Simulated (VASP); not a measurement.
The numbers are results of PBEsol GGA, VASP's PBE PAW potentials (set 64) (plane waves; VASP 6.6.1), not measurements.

A VASP calculation is set up with these files.

**POSCAR**
```
ZrS
1
    0.0000000000     2.6804840000     2.6804840000
    2.6804840000     0.0000000000     2.6804840000
    2.6804840000     2.6804840000     0.0000000000
S Zr
1 1
Direct
  0.0000000000   0.0000000000   0.0000000000
  0.5000000000   0.5000000000   0.5000000000
```

**KPOINTS_OPT**
```
k-points along high-symmetry lines
10
Line-mode
Reciprocal
  0.000000   0.000000   0.000000 ! GAMMA
  0.500000   0.000000   0.500000 ! X

  0.500000   0.000000   0.500000 ! X
  0.625000   0.250000   0.625000 ! U

  0.375000   0.375000   0.750000 ! K
  0.000000   0.000000   0.000000 ! GAMMA

  0.000000   0.000000   0.000000 ! GAMMA
  0.500000   0.500000   0.500000 ! L

  0.500000   0.500000   0.500000 ! L
  0.500000   0.250000   0.750000 ! W

  0.500000   0.250000   0.750000 ! W
  0.500000   0.000000   0.500000 ! X
```

INCAR:
```
SYSTEM = ZrS
PREC = Accurate
ENCUT = 300
EDIFF = 1E-6
NELM = 100
ALGO = Normal
LREAL = .FALSE.
LASPH = .TRUE.
ISMEAR = 0
SIGMA = 0.1
GGA = PS
LMAXMIX = 4
LWAVE = .FALSE.
LCHARG = .FALSE.
ISIF = 2
```

### KPOINTS
```
K-points
0
Gamma
  9 9 9
```

POTCAR, in this order: S Zr_sv (PBE.64 set). Program: vasp_std.

At this cut-off the stress carries a Pulay error, which pulls relaxed volumes low.

### Question
Predict the energy per atom (σ→0), pressure, band gap (over mesh and band path).

### Answer

The energy per atom (σ→0) comes out as -8.168 eV/atom, the band gap (over mesh and band path) comes out as none (metal, semimetal or under 0.01 eV) and the pressure is -131.0 kbar.

**OSZICAR**
```
...
DAV:   9    -0.163394227787E+02    0.31843E-03   -0.23486E-03  1189   0.317E-01    0.160E-01
DAV:  10    -0.163394139320E+02    0.88468E-05   -0.27079E-04  1341   0.169E-01    0.544E-02
DAV:  11    -0.163394145552E+02   -0.62328E-06   -0.17594E-05  1120   0.298E-02    0.155E-02
DAV:  12    -0.163394131715E+02    0.13838E-05   -0.36506E-06   977   0.169E-02    0.157E-03
DAV:  13    -0.163394131351E+02    0.36334E-07   -0.10460E-07   510   0.315E-03
   1 F= -.16339413E+02 E0= -.16335417E+02  d E =-.799234E-02
       N       E                     dE             ncg
       N       E                     dE             ncg
```

The structure was generated: ZrS was put into an ordered model structure, which need not be its known phase. The cell was not relaxed at this level. VASP warned that the highest band is occupied, so more bands are needed.
